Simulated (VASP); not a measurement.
Output of a VASP run:

**OSZICAR**
```
       N       E                     dE             d eps       ncg     rms          rms(c)
DAV:   1     0.973940452379E+02    0.97394E+02   -0.69742E+03  1160   0.965E+02
DAV:   2    -0.637784195214E+00   -0.98032E+02   -0.95378E+02  1306   0.264E+02
DAV:   3    -0.511252377137E+01   -0.44747E+01   -0.44555E+01  1300   0.588E+01
DAV:   4    -0.517113739238E+01   -0.58614E-01   -0.58585E-01  1464   0.577E+00
DAV:   5    -0.517169349390E+01   -0.55610E-03   -0.55609E-03  1294   0.582E-01    0.586E+00
DAV:   6    -0.494453938060E+01    0.22715E+00   -0.44020E-01  1232   0.867E+00    0.454E+00
DAV:   7    -0.493052963020E+01    0.14010E-01   -0.13612E-01  1246   0.254E+00    0.233E+00
DAV:   8    -0.493130216322E+01   -0.77253E-03   -0.79427E-03  1264   0.101E+00    0.981E-01
DAV:   9    -0.493146582406E+01   -0.16366E-03   -0.64235E-04  1298   0.281E-01    0.318E-01
DAV:  10    -0.493169029331E+01   -0.22447E-03   -0.44681E-04  1222   0.198E-01    0.555E-02
DAV:  11    -0.493172631180E+01   -0.36018E-04   -0.35383E-05  1296   0.642E-02    0.247E-02
DAV:  12    -0.493175014317E+01   -0.23831E-04   -0.37030E-05  1168   0.399E-02    0.210E-02
DAV:  13    -0.493175019539E+01   -0.52223E-07   -0.73369E-07   998   0.910E-03
   1 F= -.49317502E+01 E0= -.49317502E+01  d E =-.932508E-08  mag=    -0.0000     0.0000    -0.0000
```

### OUTCAR
```
------------------------ aborting loop because EDIFF is reached ----------------------------------------
  FORCE on cell =-STRESS in cart. coord.  units (eV):
  Direction    XX          YY          ZZ          XY          YZ          ZX
  --------------------------------------------------------------------------------------
  Total        0.0057661      0.0057661      0.0057661     -0.0000000     -0.0000000      0.0000000
  in kB        0.1279760      0.1279760      0.1279760     -0.0000000     -0.0000000      0.0000000
  external PRESSURE =       0.1279760 kB  Pullay stress =       0.0000000 kB
  volume of cell :       72.19
      direct lattice vectors                 reciprocal lattice vectors
     0.000000000  3.304800000  3.304800000    -0.151295086  0.151295086  0.151295086
     3.304800000  0.000000000  3.304800000     0.151295086 -0.151295086  0.151295086
     3.304800000  3.304800000  0.000000000     0.151295086  0.151295086 -0.151295086
  FREE ENERGIE OF THE ION-ELECTRON SYSTEM (eV)
  ---------------------------------------------------
  free  energy   TOTEN  =        -4.9317501954 eV

  energy  without entropy=       -4.9317501861  energy(sigma->0) =       -4.93175019

 Ion:    1  E_soc:     -0.0592998

 Ion:    2  E_soc:     -0.1977726
```
(Selected blocks of OUTCAR.)

### POSCAR
```
CdTe
1
    0.0000000000     3.3048000000     3.3048000000
    3.3048000000     0.0000000000     3.3048000000
    3.3048000000     3.3048000000     0.0000000000
Cd Te
1 1
Direct
  0.0000000000   0.0000000000   0.0000000000
  0.2500000000   0.2500000000   0.2500000000
```

Problem. Write an INCAR and KPOINTS that could have produced this output.

Solution. Several could match; the one computed here: the input of the run itself, PBE GGA with spin-orbit coupling, plane waves, VASP's PBE PAW potentials (set 64).

**KPOINTS**
```
Automatic mesh
0
Gamma
6 6 6
0 0 0
```

**INCAR**
```
SYSTEM=CdTe
PREC=Accurate; ENCUT=400; LREAL=.FALSE.
LASPH=.TRUE.
EDIFF=1E-6; NELM=100; ALGO=Normal
LMAXMIX=4
ISMEAR=0; SIGMA=0.05
GGA=PE; GGA_COMPAT=.FALSE.
MAGMOM=6*0; LSORBIT=.TRUE.
ISIF=2
LWAVE=.FALSE.; LCHARG=.FALSE.
```

POTCAR, in this order: Cd Te (PBE.64 set). Program: vasp_ncl.

The compound is CdTe in the zinc blende structure. The cell was not relaxed at this level. The run is one of a series of settings (GGA_COMPAT = .FALSE., LSORBIT = .TRUE., MAGMOM = 0 0 0 0 0 0, program vasp_ncl against the base run), some of them coarse on purpose.
